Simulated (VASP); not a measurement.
All values below come from PBEsol GGA with spin-orbit coupling, VASP's PBE PAW potentials (set 64) (plane waves; VASP).

VASP ran on this input.

### INCAR
```
# general
SYSTEM        = BaGe3Pt
PREC          = Accurate
ENCUT         = 300
LREAL         = F
LASPH         = T

# electronic loop
EDIFF         = 1E-6
NELM          = 100
ALGO          = Normal
LMAXMIX       = 6

# smearing
ISMEAR        = -1
SIGMA         = 0.05

# functional
GGA           = PS
GGA_COMPAT    = F

# spin
MAGMOM        = 15*0.0
LSORBIT       = T
LNONCOLLINEAR = T

# ions
ISIF          = 2

# output
LWAVE         = F
LCHARG        = F
LORBIT        = 11
```

POSCAR:
```
BaGe3Pt
1
   -2.2818000000     2.2818000000     5.1170500000
    2.2818000000    -2.2818000000     5.1170500000
    2.2818000000     2.2818000000    -5.1170500000
Ba Pt Ge
1 1 3
Direct
  0.0000000000   0.0000000000   0.0000000000
  0.6479000000   0.6479000000   0.0000000000
  0.4004000000   0.4004000000   0.0000000000
  0.7537000000   0.2537000000   0.5000000000
  0.2537000000   0.7537000000   0.5000000000
```

File KPOINTS:
```
Automatic
0
gamma
 6 6 6
0 0 0
```

POTCAR, in this order: Ba_sv Pt Ge_d (PBE.64 set). Program: vasp_ncl.

The run wrote:

### OUTCAR
```
 ion  position               nearest neighbor table
   1  0.000  0.000  0.000-   3 3.38   3 3.38   3 3.38   3 3.38   5 3.40   4 3.40   5 3.40   4 3.40
                             5 3.46   4 3.46   4 3.46   5 3.46   2 3.56   2 3.56   2 3.56   2 3.56
   2  0.648  0.648  0.000-   5 2.53   4 2.53   4 2.53   5 2.53   3 2.53   1 3.56   1 3.56   1 3.56
                             1 3.56   1 3.60
   3  0.400  0.400  0.000-   2 2.53   5 2.73   4 2.73   4 2.73   5 2.73   1 3.38   1 3.38   1 3.38
                             1 3.38
   4  0.754  0.254  0.500-   2 2.53   2 2.53   3 2.73   3 2.73   1 3.40   1 3.40   1 3.46   1 3.46
  LATTYP: Found a body centered tetragonal cell.
 ALAT       =     4.5636000000
 C/A-ratio  =     2.2425497414
 Subroutine PRICEL returns:
 Original cell was already a primitive cell.
 Subroutine GETGRP returns: Found  8 space group operations
The static configuration has the point symmetry C_4v.
The dynamic configuration has the point symmetry C_4v.
The overall configuration has the point symmetry C_4v.
 Subroutine INISYM returns: Found  8 space group operations
 Subroutine IBZKPT returns following result:
 Found     48 irreducible k-points:

 Following reciprocal coordinates:
            Coordinates               Weight
  0.000000  0.000000  0.000000      1.000000
  0.166667  0.000000 -0.000000      4.000000
...
```

OSZICAR:
```
       N       E                     dE             d eps       ncg     rms          rms(c)
DAV:   1     0.701536718563E+03    0.70154E+03   -0.19394E+04  8874   0.291E+03
DAV:   2     0.107286407920E+03   -0.59425E+03   -0.57180E+03  7104   0.826E+02
DAV:   3    -0.180151527990E+02   -0.12530E+03   -0.11994E+03  7784   0.215E+02
DAV:   4    -0.285810811444E+02   -0.10566E+02   -0.10345E+02  9246   0.708E+01
DAV:   5    -0.289780900458E+02   -0.39701E+00   -0.39565E+00  9880   0.123E+01    0.123E+01
DAV:   6    -0.283079727744E+02    0.67012E+00   -0.85978E+00  9102   0.161E+01    0.722E+00
DAV:   7    -0.279343065494E+02    0.37367E+00   -0.16450E+00  7924   0.874E+00    0.379E+00
DAV:   8    -0.279207802331E+02    0.13526E-01   -0.36373E-01  8616   0.294E+00    0.192E+00
DAV:   9    -0.278970762799E+02    0.23704E-01   -0.67270E-02  8292   0.161E+00    0.475E-01
DAV:  10    -0.278955636561E+02    0.15126E-02   -0.17183E-02  9032   0.834E-01    0.192E-01
DAV:  11    -0.278954454582E+02    0.11820E-03   -0.17587E-03  8094   0.310E-01    0.634E-02
DAV:  12    -0.278954613445E+02   -0.15886E-04   -0.12924E-04  9552   0.897E-02    0.279E-02
DAV:  13    -0.278954629556E+02   -0.16112E-05   -0.14209E-05  9142   0.378E-02    0.103E-02
DAV:  14    -0.278954628966E+02    0.59033E-07   -0.52559E-06  6816   0.180E-02
   1 F= -.27895463E+02 E0= -.27888949E+02  d E =-.130269E-01  mag=     0.0000     0.0000     0.0000
```

File OUTCAR:
```
------------------------ aborting loop because EDIFF is reached ----------------------------------------
  FORCE on cell =-STRESS in cart. coord.  units (eV):
  Direction    XX          YY          ZZ          XY          YZ          ZX
  --------------------------------------------------------------------------------------
  Total       -0.8572540     -0.8572540     -0.8957846      0.0000000      0.0000000      0.0000000
  in kB      -12.8879931    -12.8879931    -13.4672644      0.0000000      0.0000000      0.0000000
  external PRESSURE =     -13.0810835 kB  Pullay stress =       0.0000000 kB
  volume of cell :      106.57
      direct lattice vectors                 reciprocal lattice vectors
    -2.281800000  2.281800000  5.117050000     0.000000000  0.219125252  0.097712549
     2.281800000 -2.281800000  5.117050000     0.219125252  0.000000000  0.097712549
     2.281800000  2.281800000 -5.117050000     0.219125252  0.219125252  0.000000000
 POSITION                                       TOTAL-FORCE (eV/Angst)
 -----------------------------------------------------------------------------------
      0.00000      0.00000      0.00000        -0.000000     -0.000000      0.036375
      0.00000      0.00000      6.63067         0.000000      0.000000      0.085228
      0.00000      0.00000      4.09773        -0.000000     -0.000000      0.093652
      0.00000      2.28180      2.59639         0.000000      0.000000     -0.107627
      2.28180      0.00000      2.59639         0.000000      0.000000     -0.107627
 -----------------------------------------------------------------------------------
    total drift:                               -0.000002     -0.000002     -0.001156
  FREE ENERGIE OF THE ION-ELECTRON SYSTEM (eV)
  ---------------------------------------------------
  free  energy   TOTEN  =       -27.8954628966 eV

  energy  without entropy=      -27.8824360131  energy(sigma->0) =      -27.88894945

 total charge

# of ion       s       p       d       tot
------------------------------------------
    1        2.007   5.575   0.423   8.005
    2        0.705   0.654   8.080   9.438
    3        1.166   1.124  10.029  12.318
    4        1.176   1.092  10.043  12.310
    5        1.176   1.092  10.043  12.310
--------------------------------------------------
tot          6.229   9.536  38.617  54.382

 magnetization (x)

# of ion       s       p       d       tot
------------------------------------------
    1        0.000   0.000   0.000   0.000
    2        0.000   0.000  -0.000  -0.000
    3        0.000   0.000   0.000   0.000
    4        0.000   0.000   0.000   0.000
    5        0.000  -0.000   0.000   0.000
--------------------------------------------------
tot          0.000   0.000  -0.000  -0.000

 magnetization (y)

# of ion       s       p       d       tot
------------------------------------------
    1       -0.000  -0.000   0.000  -0.000
    2        0.000   0.000   0.000   0.000
    3        0.000   0.000   0.000   0.000
    4        0.000   0.000   0.000   0.000
    5       -0.000  -0.000   0.000  -0.000
--------------------------------------------------
tot         -0.000  -0.000   0.000  -0.000

 magnetization (z)

# of ion       s       p       d       tot
------------------------------------------
    1        0.000   0.000   0.000   0.000
    2        0.000   0.000   0.000   0.000
    3        0.000   0.000   0.000   0.000
    4        0.000   0.000  -0.000  -0.000
    5        0.000   0.000   0.000   0.000
--------------------------------------------------
tot          0.000   0.000   0.000   0.000

 Ion:    1  E_soc:     -0.4006225

 Ion:    2  E_soc:     -0.6856041

 Ion:    3  E_soc:     -0.0208131

 Ion:    4  E_soc:     -0.0194599

 Ion:    5  E_soc:     -0.0194599
```
(Selected blocks of OUTCAR.)

At this cut-off the stress carries a Pulay error, which pulls relaxed volumes low.

The structure comes from a measured BaGe3Pt entry of the Crystallography Open Database, whose conditions weren't checked. The cell was not relaxed at this level. The k-mesh is coarse (spacing up to 0.32 per Å, 2π included), so the numbers may not be converged in it. The run is one of a series of settings (GGA_COMPAT = .FALSE., LNONCOLLINEAR = .TRUE., LSORBIT = .TRUE., MAGMOM = 0.0 0.0 0.0 0.0 0.0 0.0 0.0 0.0 0.0 0.0 0.0 0.0 0.0 0.0 0.0, program vasp_ncl against the base run), some of them coarse on purpose.
